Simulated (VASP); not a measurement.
```
F4Ge
1.0
   -2.56087     2.56087     2.56087
    2.56087    -2.56087     2.56087
    2.56087     2.56087    -2.56087
Ge F
1 4
Cartesian
  0.00000   0.00000   0.00000
  1.58022  -1.58022   1.58022
  0.98065   0.98065   0.98065
 -1.58022   1.58022   1.58022
  1.58022   1.58022  -1.58022
```

All values below come from LDA (Ceperley-Alder, Perdew-Zunger), VASP's LDA PAW potentials (set 64) (plane waves; VASP). Numerical set-up: 520 eV cut-off, Gaussian smearing of 0.050 eV, potentials Ge_d F.

Give the energies of bands 10 to 22 at the high-symmetry points, in eV from the valence-band maximum.

```json
[
 {"band": "10", "Γ": "-5.17", "H": "-6.79", "N": "-6.09", "P": "-6.00"},
 {"band": "11", "Γ": "-4.04", "H": "-2.35", "N": "-4.08", "P": "-3.44"},
 {"band": "12", "Γ": "-4.04", "H": "-2.35", "N": "-3.24", "P": "-3.44"},
 {"band": "13", "Γ": "-4.04", "H": "-2.35", "N": "-2.34", "P": "-3.44"},
 {"band": "14", "Γ": "-1.35", "H": "-2.33", "N": "-1.77", "P": "-1.08"},
 {"band": "15", "Γ": "-1.35", "H": "-2.33", "N": "-1.55", "P": "-1.08"},
 {"band": "16", "Γ": "-1.35", "H": "-1.45", "N": "-1.14", "P": "-0.99"},
 {"band": "17", "Γ": "-0.43", "H": "-1.45", "N": "-1.12", "P": "-0.99"},
 {"band": "18", "Γ": "-0.43", "H": "-1.45", "N": "-0.63", "P": "-0.99"},
 {"band": "19", "Γ": "-0.43", "H": "0.00", "N": "-0.57", "P": "-0.63"},
 {"band": "20", "Γ": "-0.38", "H": "0.00", "N": "-0.54", "P": "-0.63"},
 {"band": "21", "Γ": "-0.38", "H": "0.00", "N": "-0.27", "P": "-0.63"},
 {"band": "22", "Γ": "4.87", "H": "8.34", "N": "6.82", "P": "6.89"}
]
```

The gap is indirect, 4.87 eV, from the valence maximum at H to the conduction minimum at Γ.

The structure comes from a computed database's GeF4 entry (I-43m); how it stands against other phases isn't given here. It was relaxed first, which changed the volume by -10 %.
